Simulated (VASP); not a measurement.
# Ag (Silver): cell size against the level of theory

How close do the usual functionals, with and without dispersion, come to the cell of Ag (Silver)? The levels: LDA, PBEsol, PBE, r2SCAN, PBE + D3(BJ), r2SCAN + rVV10, PBEsol + D3(BJ) and optB88-vdW. LASPH is on for some levels and off for others; the table marks which. The start is a cell from a database of measured crystal structures.

Main program and level: VASP 6.6.1; LDA; plane waves and PAW (Ag), in the first sound run; inputs show where later runs differ.

**What experiment says.**

“Chemical Reactivity of Supported ZnO Clusters: Undercoordinated Zinc and Oxygen Atoms as Active Sites” (2020, pmc:7756222) quotes from earlier work for Ag, fcc (literature value): lattice constant a (cubic lattice parameter) 4.0857 Å [literature value quoted in the computational section; measurement temperature not stated …].

This is a report of a sequence of runs, with most program output left out.

**1. Set-up**

Before any relaxation, the start is as follows. The structure is cubic, space group Fm-3m (No. 225). The conventional cell has a = 4.085 Å, b = 4.085 Å, c = 4.085 Å, α = 90.00°, β = 90.00°, γ = 90.00°. Nearest to Ag lie 12 Ag at 2.89 Å.

Coordinates:

```xyz
1
Lattice="0.0000 2.0427 2.0427 2.0427 0.0000 2.0427 2.0427 2.0427 0.0000" Properties=species:S:1:pos:R:3 pbc="T T T"
Ag    0.0000    0.0000    0.0000
```

**2. Relaxation with LDA**

Properties are meant for the cell that this level of theory prefers, so cell and atoms are relaxed first (ISIF = 3) until forces and stress are small; EDIFFG sets the threshold. LDA, the lowest rung, knows the local density alone.

Contents of INCAR:

```
SYSTEM = Ag
PREC = Accurate
ENCUT = 520
EDIFF = 1E-06
NELM = 100
ISMEAR = -1
SIGMA = 0.05
LREAL = .FALSE.
ALGO = Normal
GGA = CA
NBANDS = 11
LORBIT = 11
LWAVE = .FALSE.
LCHARG = .FALSE.
KPAR = 2
IBRION = 2
NSW = 60
ISIF = 3
EDIFFG = -0.01
```

Contents of POSCAR:

```
Ag
1.0
    0.0000000000      2.0427500000      2.0427500000
    2.0427500000      0.0000000000      2.0427500000
    2.0427500000      2.0427500000      0.0000000000
Ag
1
Direct
    0.0000000000      0.0000000000      0.0000000000
```

Contents of KPOINTS:

```
Automatic mesh
0
Gamma
8 8 8
0 0 0
```

The projector-augmented-wave data sets are Ag (PBE family, release 64).

Command:

```bash
> mpirun -np 2 vasp_std
```

Wall time 11 s (2 MPI ranks of Intel Xeon Platinum 8488C (Sapphire Rapids), shared host); peak memory 0.25 GiB; 11 s of CPU time.

This run has no spin polarisation. Its electron count is odd, so without a moment it is a metal by construction. The k-mesh is coarse for a metal. The PAW data sets were made with PBE, though LDA sets exist; this is a small mismatch. The run keeps the 48 symmetry operations of its start, so it cannot find a distortion of lower symmetry.

The steps of the relaxation:

| step | energy less that of the first step (eV) | largest force (eV/Å) | pressure (GPa) | volume (Å³) |
| --- | --- | --- | --- | --- |
| 1 | 0.0000 | 0.0000 | -6.50 | 17.05 |
| 2 | -0.0044 | 0.0000 | 7.22 | 15.40 |
| 3 | -0.0200 | 0.0000 | -0.05 | 16.13 |

| conventional cell, symmetrised | before | after | change |
| --- | --- | --- | --- |
| a (Å) | 4.085 | 4.011 | -1.8 % |
| b (Å) | 4.085 | 4.011 | -1.8 % |
| c (Å) | 4.085 | 4.011 | -1.8 % |
| volume (Å³/atom) | 17.05 | 16.13 | -5.4 % |

The relaxed structure:

```
Ag
1.0
     0.00000    2.00539    2.00539
     2.00539    0.00000    2.00539
     2.00539    2.00539    0.00000
Ag
1
Direct
  0.00000 0.00000 0.00000
```

Numbers from this step:

```
electrons                       : 11
bands                           : 11
irreducible k-points            : 29
symmetry operations             : 48
free energy (TOTEN)             : -3.785 eV
energy at zero smearing         : -3.783 eV
Fermi energy                    : 8.694 eV
pressure                        : -0.04839 GPa
metallic                        : yes
SCF cycles over all ionic steps : 24
```

It ends with forces that vanish by symmetry and a pressure of -0.05 GPa. The volume lies -5.4 % from that of the database's start, which holds the thermal and zero-point expansion of its experiment. LDA is known to overbind. The conventional cell has a = 4.011 Å.

**3. Relaxation with PBEsol**

This step: PBEsol; plane waves and PAW (Ag) (VASP 6.6.1).

PBEsol restores the gradient expansion of exchange and is tuned for the cells of solids.

Changes to INCAR since step 2:

```diff
@@ -9,3 +9,3 @@
 ALGO = Normal
-GGA = CA
+GGA = PS
 NBANDS = 11
```

POSCAR is that of step 2.

KPOINTS is that of step 2.

Command:

```bash
> mpirun -np 2 vasp_std
```

It took 14 s on 2 MPI ranks; peak memory 0.26 GiB.

The PAW data sets were made with PBE, which is usual practice but a small mismatch for other functionals.

The steps of the relaxation:

| step | energy less that of the first step (eV) | largest force (eV/Å) | pressure (GPa) | volume (Å³) |
| --- | --- | --- | --- | --- |
| 1 | 0.0000 | 0.0000 | -2.19 | 17.05 |
| 2 | -0.0011 | 0.0000 | 1.73 | 16.48 |
| 3 | -0.0023 | 0.0000 | 0.06 | 16.71 |

| conventional cell, symmetrised | before | after | change |
| --- | --- | --- | --- |
| a (Å) | 4.085 | 4.059 | -0.7 % |
| b (Å) | 4.085 | 4.059 | -0.7 % |
| c (Å) | 4.085 | 4.059 | -0.7 % |
| volume (Å³/atom) | 17.05 | 16.71 | -2.0 % |

Final coordinates:

```xyz
1
Lattice="0.0000 2.0293 2.0293 2.0293 0.0000 2.0293 2.0293 2.0293 0.0000" Properties=species:S:1:pos:R:3 pbc="T T T"
Ag    0.0000    0.0000    0.0000
```

Numbers from this step:

* free energy (TOTEN): -3.279 eV
* energy at zero smearing: -3.277 eV
* Fermi energy: 8.333 eV
* pressure: 0.06455 GPa
* SCF cycles over all ionic steps: 23

It ends at 16.71 Å³/atom, -2.0 % from the start, with 0.06 GPa left. The conventional cell has a = 4.059 Å.

**4. Relaxation with PBE**

This step: PBE; plane waves and PAW (Ag) (VASP 6.6.1).

PBE, the usual starting point, adds the gradient of the density.

Changes to INCAR since step 3:

```diff
@@ -9,3 +9,3 @@
 ALGO = Normal
-GGA = PS
+GGA = PE
 NBANDS = 11
```

POSCAR is that of step 3.

KPOINTS is that of step 3.

Command:

```bash
> mpirun -np 2 vasp_std
```

Wall time 15 s (2 MPI ranks); peak memory 0.26 GiB.

Step by step:

| step | energy less that of the first step (eV) | largest force (eV/Å) | pressure (GPa) | volume (Å³) |
| --- | --- | --- | --- | --- |
| 1 | 0.0000 | 0.0000 | 5.12 | 17.05 |
| 2 | -0.0097 | 0.0000 | -2.15 | 18.43 |
| 3 | -0.0132 | 0.0000 | 0.03 | 17.93 |

| conventional cell, symmetrised | before | after | change |
| --- | --- | --- | --- |
| a (Å) | 4.085 | 4.155 | +1.7 % |
| b (Å) | 4.085 | 4.155 | +1.7 % |
| c (Å) | 4.085 | 4.155 | +1.7 % |
| volume (Å³/atom) | 17.05 | 17.93 | +5.2 % |

Final coordinates:

```cif
data_structure
_symmetry_space_group_name_H-M 'P 1'
_symmetry_Int_Tables_number 1
_cell_length_a 2.9377
_cell_length_b 2.9377
_cell_length_c 2.9377
_cell_angle_alpha 60.000
_cell_angle_beta 60.000
_cell_angle_gamma 60.000
_cell_volume 17.93
loop_
_atom_site_label
_atom_site_type_symbol
_atom_site_fract_x
_atom_site_fract_y
_atom_site_fract_z
_atom_site_occupancy
Ag1 Ag 0.00000 0.00000 0.00000 1
```

It ends at 17.93 Å³/atom, +5.2 % from the start, with 0.03 GPa left. The conventional cell has a = 4.155 Å.

**5. Relaxation with r2SCAN**

This step: r2SCAN; plane waves and PAW (Ag) (VASP 6.6.1).

r2SCAN adds the kinetic-energy density, costs more than a GGA and is run with LASPH.

Changes to INCAR since step 4:

```diff
@@ -9,3 +9,4 @@
 ALGO = Normal
-GGA = PE
+METAGGA = R2SCAN
+LASPH = .TRUE.
 NBANDS = 11
```

POSCAR is that of step 4.

KPOINTS is that of step 4.

Command:

```bash
> mpirun -np 2 vasp_std
```

The job ended after 47 s (2 MPI ranks; peak memory 0.26 GiB).

Relaxation path:

| step | energy less that of the first step (eV) | largest force (eV/Å) | pressure (GPa) | volume (Å³) |
| --- | --- | --- | --- | --- |
| 1 | 0.0000 | 0.0000 | 2.29 | 17.05 |
| 2 | -0.0013 | 0.0000 | -1.35 | 17.66 |
| 3 | -0.0024 | 0.0000 | 0.04 | 17.40 |

| conventional cell, symmetrised | before | after | change |
| --- | --- | --- | --- |
| a (Å) | 4.085 | 4.114 | +0.7 % |
| b (Å) | 4.085 | 4.114 | +0.7 % |
| c (Å) | 4.085 | 4.114 | +0.7 % |
| volume (Å³/atom) | 17.05 | 17.40 | +2.1 % |

The relaxed structure:

```
Ag
1.0
     0.00000    2.05680    2.05680
     2.05680    0.00000    2.05680
     2.05680    2.05680    0.00000
Ag
1
Direct
  0.00000 0.00000 0.00000
```

It ends at 17.40 Å³/atom, +2.1 % from the start, with 0.04 GPa left. The conventional cell has a = 4.114 Å.

**6. Relaxation with PBE + D3(BJ)**

This step: PBE with D3(BJ); plane waves and PAW (Ag) (VASP 6.6.1).

A dispersion term adds the long-range attraction that semilocal functionals lack. D3 with Becke-Johnson damping keeps a finite attraction at short range.

Changes to INCAR since step 5:

```diff
@@ -9,4 +9,4 @@
 ALGO = Normal
-METAGGA = R2SCAN
-LASPH = .TRUE.
+GGA = PE
+IVDW = 12
 NBANDS = 11
```

POSCAR is that of step 5.

KPOINTS is that of step 5.

Command:

```bash
> mpirun -np 2 vasp_std
```

Wall time 13 s (2 MPI ranks); peak memory 0.28 GiB; 15 s of CPU time.

Dispersion corrections of this kind ignore metallic screening and tend to overbind metals.

It ends at 16.96 Å³/atom, -0.5 % from the start, with 0.03 GPa left. The conventional cell has a = 4.078 Å. Against plain PBE, the dispersion term moves a by -1.8 %.

**7. Relaxation with r2SCAN + rVV10**

This step: r2SCAN with rVV10; plane waves and PAW (Ag) (VASP 6.6.1).

LUSE_VDW switches on a nonlocal correlation term for dispersion.

Changes to INCAR since step 6:

```diff
@@ -9,4 +9,8 @@
 ALGO = Normal
-GGA = PE
-IVDW = 12
+METAGGA = R2SCAN
+LUSE_VDW = .TRUE.
+IVDW_NL = 2
+BPARAM = 11.95
+CPARAM = 0.0093
+LASPH = .TRUE.
 NBANDS = 11
```

POSCAR is that of step 6.

KPOINTS is that of step 6.

Command:

```bash
> mpirun -np 2 vasp_std
```

Elapsed: 97 s, on 2 MPI ranks; peak memory 0.4 GiB; 3 min of CPU time.

It ends at 17.09 Å³/atom, +0.3 % from the start, with 0.03 GPa left. The conventional cell has a = 4.089 Å. Against plain r2SCAN, the dispersion term moves a by -0.6 %.

**8. Relaxation with PBEsol + D3(BJ)**

This step: PBEsol with D3(BJ); plane waves and PAW (Ag) (VASP 6.6.1).

Changes to INCAR since step 7:

```diff
@@ -9,8 +9,4 @@
 ALGO = Normal
-METAGGA = R2SCAN
-LUSE_VDW = .TRUE.
-IVDW_NL = 2
-BPARAM = 11.95
-CPARAM = 0.0093
-LASPH = .TRUE.
+GGA = PS
+IVDW = 12
 NBANDS = 11
```

POSCAR is that of step 7.

KPOINTS is that of step 7.

Command:

```bash
> mpirun -np 2 vasp_std
```

It took 15 s on 2 MPI ranks; peak memory 0.28 GiB; 19 s of CPU time.

It ends at 15.99 Å³/atom, -6.2 % from the start, with -0.06 GPa left. The conventional cell has a = 3.999 Å. Against plain PBEsol, the dispersion term moves a by -1.5 %.

**9. Relaxation with optB88-vdW**

This step: optB88-vdW; plane waves and PAW (Ag) (VASP 6.6.1).

optB88-vdW pairs nonlocal correlation with a B88-type exchange refitted to the binding of molecular dimers.

Changes to INCAR since step 8:

```diff
@@ -9,4 +9,8 @@
 ALGO = Normal
-GGA = PS
-IVDW = 12
+GGA = BO
+AGGAC = 0
+LUSE_VDW = .TRUE.
+PARAM1 = 0.1833333333
+PARAM2 = 0.22
+LASPH = .TRUE.
 NBANDS = 11
```

POSCAR is that of step 8.

KPOINTS is that of step 8.

Command:

```bash
> mpirun -np 2 vasp_std
```

Elapsed: 69 s, on 2 MPI ranks; peak memory 0.5 GiB.

It ends at 17.70 Å³/atom, +3.8 % from the start, with 0.03 GPa left. The conventional cell has a = 4.137 Å.

**10. The cells as a table**

This step: relaxed cells at several levels; plane waves and PAW (VASP 6.6.1).

Derived from the runs above.

Lengths are those of the conventional cell; cost is the wall time of each run, as given at its step, times its ranks, without the set-up around it; LASPH differs between rows, which moves results and costs too. Results by level, by row:

| level | volume (Å³/atom) | change from the start (%) | a (Å) | cost (core minutes) | LASPH |
| --- | --- | --- | --- | --- | --- |
| LDA | 16.13 | -5.4 | 4.011 | 0.38 | off |
| PBEsol | 16.71 | -2 | 4.059 | 0.453 | off |
| PBE | 17.93 | 5.2 | 4.155 | 0.487 | off |
| r2SCAN | 17.4 | 2.1 | 4.114 | 1.57 | on |
| PBE + D3(BJ) | 16.96 | -0.5 | 4.078 | 0.427 | off |
| r2SCAN + rVV10 | 17.09 | 0.3 | 4.089 | 3.24 | on |
| PBEsol + D3(BJ) | 15.99 | -6.2 | 3.999 | 0.513 | off |
| optB88-vdW | 17.7 | 3.8 | 4.137 | 2.3 | on |

**11. Results**

```json
{
  "volume, LDA": "16.13 Å³/atom",
  "volume, PBEsol": "16.71 Å³/atom",
  "volume, PBE": "17.93 Å³/atom",
  "volume, r2SCAN": "17.40 Å³/atom",
  "volume, PBE + D3(BJ)": "16.96 Å³/atom",
  "volume, r2SCAN + rVV10": "17.09 Å³/atom",
  "volume, PBEsol + D3(BJ)": "15.99 Å³/atom",
  "volume, optB88-vdW": "17.70 Å³/atom"
}
```

In words: For Ag (Silver) the levels give volumes between 15.99 Å³/atom (PBEsol + D3(BJ)) and 17.93 Å³/atom (PBE), a spread of 12.1 %, while the cost of the finished runs spans a factor of 8.5. Within 1 % of experiment on every length: PBEsol, r2SCAN, PBE + D3(BJ) and r2SCAN + rVV10. The nearest, r2SCAN + rVV10, took 7.6 times the core time of PBE + D3(BJ) and lowers the largest miss from 0.19 to 0.08 %. Thermal and zero-point expansion, often some tenths of a per cent in length, bear on this order: with the measured lengths lowered by an assumed 0.4 % the nearest becomes PBE + D3(BJ). The costs hold the number of ionic steps as well as the price of the functional. The closing table has room for seven levels; optB88-vdW stands in the table of levels alone. Adding D3(BJ) to PBE changes the volume by -5.4 % (a by -1.8 %). Adding rVV10 to r2SCAN changes the volume by -1.8 % (a by -0.6 %). Adding D3(BJ) to PBEsol changes the volume by -4.3 % (a by -1.5 %). Pairwise corrections of the D and TS kind ignore the screening in a metal, so they may overbind here. Within 0.02 Å all end in space group Fm-3m; the runs can't lower the symmetry of the start. The k-sampling is coarse for a metal, so the Fermi level, pressures and the shape of the cell carry errors. LASPH is on for some levels and off for others, so differences between them are not the functional's alone. Each is a single relaxation on the plane waves of the start cell, so larger changes of volume carry a basis-set error that was not tested here.

Comparison with the measured values:

```
              quantity  measured             LDA          PBEsol             PBE          r2SCAN    PBE + D3(BJ)  r2SCAN + rVV10  PBEsol + D3(BJ)
lattice constant a (Å)    4.0857  4.011 (-1.8 %)  4.059 (-0.7 %)  4.155 (+1.7 %)  4.114 (+0.7 %)  4.078 (-0.2 %)  4.089 (+0.1 %)   3.999 (-2.1 %)
```

Measured values from pmc:7756222 (2020).

Verdict: For the lattice constant a, of the levels listed nearest comes r2SCAN + rVV10 (+0.1 %, good agreement) and farthest PBEsol + D3(BJ) (-2.1 %, a clear miss). The grades are ours: good and fair within 0.7 and 1.5 % for the lattice constant a. Zero-point motion and thermal expansion are not in the computed lattice constants.

[Lines on the potential files, build, host, timing and source positions are cut from VASP's logs without a mark.]

[Logs are printed without paths, hosts, clocks, repeated set-up lines and the standing remarks that a program may print on its own settings, such as how far it seeks lower states.]

[Hosts, paths, dates, database ids (printed as entryN), source tags and the programs' standing remarks are cut or masked in the printed files.]

[A measured line is paired with the nearest computed mode of its activity, which favours agreement.]
